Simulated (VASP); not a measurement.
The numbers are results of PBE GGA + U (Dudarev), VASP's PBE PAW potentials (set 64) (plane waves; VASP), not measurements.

A VASP calculation is set up with these files.

### INCAR
```
# general
SYSTEM     =  CoGa
PREC       =  Accurate
ENCUT      =  400
LREAL      =  .FALSE.   # projection in real space or not
LASPH      =  .TRUE.

# electronic loop
EDIFF      =  1E-6
NELM       =  100   # most electronic steps
ALGO       =  Normal   # blocked Davidson
LMAXMIX    =  4

# smearing
ISMEAR     =  1
SIGMA      =  0.1   # width (eV)

# functional
GGA        =  PE   # PBE

# DFT+U
LDAU       =  .TRUE.
LDAUTYPE   =  2
LDAUL      =  -1 2
LDAUU      =  0 5.0
LDAUJ      =  0 0
LDAUPRINT  =  1

# ions
ISIF       =  2   # forces and stress, cell fixed

# output
LWAVE      =  .FALSE.
LCHARG     =  .FALSE.
LORBIT     =  10
```

### POSCAR
```
CoGa
1
    2.9376000000     0.0000000000     0.0000000000
    0.0000000000     2.9376000000     0.0000000000
    0.0000000000     0.0000000000     2.9376000000
Ga Co
1 1
Direct
  0.5000000000   0.5000000000   0.5000000000
  0.0000000000   0.0000000000   0.0000000000
```

**KPOINTS**
```
Automatic mesh
0
Gamma
11 11 11
0 0 0
```

POTCAR, in this order: Ga_d Co (PBE.64 set). Program: vasp_std.

Output

**OSZICAR**
```
       N       E                     dE             d eps       ncg     rms          rms(c)
DAV:   1     0.936876436088E+02    0.93688E+02   -0.94918E+03  1760   0.220E+03
DAV:   2    -0.186630109513E+01   -0.95554E+02   -0.93495E+02  1792   0.317E+02
DAV:   3    -0.626048023881E+01   -0.43942E+01   -0.43841E+01  1904   0.757E+01
DAV:   4    -0.632282063361E+01   -0.62340E-01   -0.62331E-01  2221   0.840E+00
DAV:   5    -0.632439068848E+01   -0.15701E-02   -0.15700E-02  2002   0.114E+00    0.677E+00
DAV:   6    -0.660970718215E+01   -0.28532E+00   -0.74800E+00  1775   0.381E+01    0.620E+00
DAV:   7    -0.598257716377E+01    0.62713E+00   -0.32175E+00  1764   0.268E+01    0.194E+00
DAV:   8    -0.600646150383E+01   -0.23884E-01   -0.20017E-01  2215   0.501E+00    0.493E-01
DAV:   9    -0.601865145842E+01   -0.12190E-01   -0.29228E-02  2283   0.228E+00    0.229E-01
DAV:  10    -0.602567458753E+01   -0.70231E-02   -0.11848E-02  2518   0.918E-01    0.187E-01
DAV:  11    -0.603081252470E+01   -0.51379E-02   -0.32210E-02  2216   0.174E+00    0.815E-02
DAV:  12    -0.603085169752E+01   -0.39173E-04   -0.16124E-03  2182   0.402E-01    0.355E-02
DAV:  13    -0.603103477581E+01   -0.18308E-03   -0.72452E-04  2054   0.289E-01    0.922E-03
DAV:  14    -0.603104401964E+01   -0.92438E-05   -0.60861E-05  2117   0.645E-02    0.292E-03
DAV:  15    -0.603104477302E+01   -0.75338E-06   -0.25696E-06  1538   0.157E-02
   1 F= -.60310448E+01 E0= -.60311826E+01  d E =0.413352E-03
```

### OUTCAR
```
------------------------ aborting loop because EDIFF is reached ----------------------------------------
  FORCE on cell =-STRESS in cart. coord.  units (eV):
  Direction    XX          YY          ZZ          XY          YZ          ZX
  --------------------------------------------------------------------------------------
  Total       -2.2995144     -2.2995144     -2.2995144      0.0000000     -0.0000000      0.0000000
  in kB     -145.3345078   -145.3345078   -145.3345078      0.0000000     -0.0000000      0.0000000
  external PRESSURE =    -145.3345078 kB  Pullay stress =       0.0000000 kB
  volume of cell :       25.35
      direct lattice vectors                 reciprocal lattice vectors
     2.937600000  0.000000000  0.000000000     0.340413943  0.000000000  0.000000000
     0.000000000  2.937600000  0.000000000     0.000000000  0.340413943  0.000000000
     0.000000000  0.000000000  2.937600000     0.000000000  0.000000000  0.340413943
 POSITION                                       TOTAL-FORCE (eV/Angst)
 -----------------------------------------------------------------------------------
      1.46880      1.46880      1.46880         0.000000      0.000000      0.000000
      0.00000      0.00000      0.00000         0.000000      0.000000      0.000000
 -----------------------------------------------------------------------------------
    total drift:                               -0.000000      0.000000     -0.000000
  FREE ENERGIE OF THE ION-ELECTRON SYSTEM (eV)
  ---------------------------------------------------
  free  energy   TOTEN  =        -6.0310447730 eV

  energy  without entropy=       -6.0314581249  energy(sigma->0) =       -6.03118256

 total charge

# of ion       s       p       d       tot
------------------------------------------
    1        0.839   0.783  10.032  11.654
    2        0.350   0.402   7.638   8.389
--------------------------------------------------
tot          1.189   1.184  17.670  20.043
```
(Selected blocks of OUTCAR.)

File OUTCAR:
```
 val. band max:        8.8130431153   @ k =   0.4545   0.3636   0.3636

 cond. band min:       8.9001784000   @ k =   0.4545   0.4545   0.1818


 Fermi energy:         8.8541431591

 k-point     1 :       0.0000    0.0000    0.0000
  band No.  band energies     occupation
      1      -6.3415      2.00000
      2      -6.3415      2.00000
      3      -6.0527      2.00000
      4      -6.0527      2.00000
      5      -6.0527      2.00000
      6      -2.6338      2.00000
      7       6.5653      2.00000
      8       6.5653      2.00000
      9       7.1774      2.00000
     10       7.1774      2.00000
     11       7.1774      2.00000
     12      13.9468      0.00000
     13      13.9468      0.00000
     14      13.9468      0.00000
     15      19.5095      0.00000

 k-point     2 :       0.0909    0.0000    0.0000
  band No.  band energies     occupation
      1      -6.3381      2.00000
      2      -6.3228      2.00000
      3      -6.0591      2.00000
      4      -6.0591      2.00000
      5      -6.0510      2.00000
      6      -2.4852      2.00000
      7       6.5365      2.00000
      8       6.5832      2.00000
      9       7.0948      2.00000
     10       7.0948      2.00000
     11       7.1781      2.00000
     12      12.8421      0.00000
     13      14.1863      0.00000
     14      14.1863      0.00000
     15      19.5448      0.00000

 k-point     3 :       0.1818    0.0000    0.0000
  band No.  band energies     occupation
      1      -6.3289      2.00000
      2      -6.2738      2.00000
      3      -6.0759      2.00000
      4      -6.0759      2.00000
      5      -6.0464      2.00000
      6      -2.0398      2.00000
      7       6.3418      2.00000
      8       6.6317      2.00000
      9       6.8888      2.00000
     10       6.8888      2.00000
     11       7.1799      2.00000
     12      10.9958      0.00000
     13      14.8623      0.00000
     14      14.8623      0.00000
     15      19.6508      0.00000
...
```

The compound is CoGa in the CsCl type structure. The cell was not relaxed at this level. The run is one of a series of settings (LDAU = .TRUE., LDAUJ = 0 0, LDAUL = -1 2, LDAUTYPE = 2, LDAUU = 0 5.0 against the base run), some of them coarse on purpose. The run is not spin-polarised, so no magnetic state was tried.
